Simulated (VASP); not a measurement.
## HfO2: relaxation of cell and atoms with PBE

HfO2:

```
Hf O
1.0
     3.58729    0.00000    0.00000
     0.00000    3.58729    0.00000
     0.00000    0.00000    5.22755
Hf O
2 4
Direct
  0.50000 0.50000 0.50000
  0.00000 0.00000 0.00000
  0.00000 0.50000 0.69494
  0.50000 0.00000 0.80506
  0.50000 0.00000 0.30506
  0.00000 0.50000 0.19494
```

Measurements of this composition are mostly on another form, of space group No. 14.

- Program: VASP 6.6.1
- Task: relaxation of cell and atoms
- Functional: PBE
- Potentials or basis: VASP PAW PBE potentials, release 64 (Hf_pv, O)
- Cutoff: 600 eV
- k mesh: 9 × 9 × 6
- Occupations: gaussian, width 0.02 eV
- Spin: no spin polarisation
- Further INCAR settings: ALGO = Fast; EDIFF = 1e-06; IBRION = 2; EDIFFG = -0.005; NSW = 80; ISIF = 3

```yaml
Energy_gained_by_relaxing: 0.0 meV/atom
Ionic_steps: 2
Pressure_after_relaxing: 0.0 GPa
Largest_force_after_relaxing: 0.003 eV/Å
Band_gap_on_the_k_mesh: 4.69 eV, indirect (least direct gap 4.76 eV)
```

Forces on the atoms (eV/Å):
```
Hf   0.000  0.000  0.000
Hf   0.000  0.000  0.000
O    0.000  0.000  0.003
O    0.000  0.000 -0.003
O    0.000  0.000 -0.003
O    0.000  0.000  0.003
```

Final structure:
```yaml
crystal:
  lattice:
    - [3.58771, 0.00000, 0.00000]
    - [0.00000, 3.58771, 0.00000]
    - [0.00000, 0.00000, 5.22603]
  atoms:
    - { symbol: Hf, position: [0.50000, 0.50000, 0.50000] }
    - { symbol: Hf, position: [0.00000, 0.00000, 0.00000] }
    - { symbol: O, position: [0.00000, 0.50000, 0.69496] }
    - { symbol: O, position: [0.50000, 0.00000, 0.80504] }
    - { symbol: O, position: [0.50000, 0.00000, 0.30504] }
    - { symbol: O, position: [0.00000, 0.50000, 0.19496] }
```

Levels at points of the mesh, in eV from the valence-band top:
```
           k point  band 20  band 21  band 22  band 23  band 24  band 25
(0.00, 0.00, 0.00)    -0.13    -0.07    -0.07     4.69     4.69     5.90
(0.00, 0.00, 0.50)    -0.67     0.00     0.00     5.31     5.31     5.63
```

It took 31 s on 4 MPI ranks on AMD EPYC 9R45 96-Core Processor (Zen 5) (shared host), peak memory 0.24 GiB a rank.

Caveat: spin-orbit coupling is left out, which moves the levels of the heavy elements; an odd mesh through Γ misses points on the zone boundary, where band edges often lie. A hybrid or GW would open this gap; PBE tends to underestimate it.
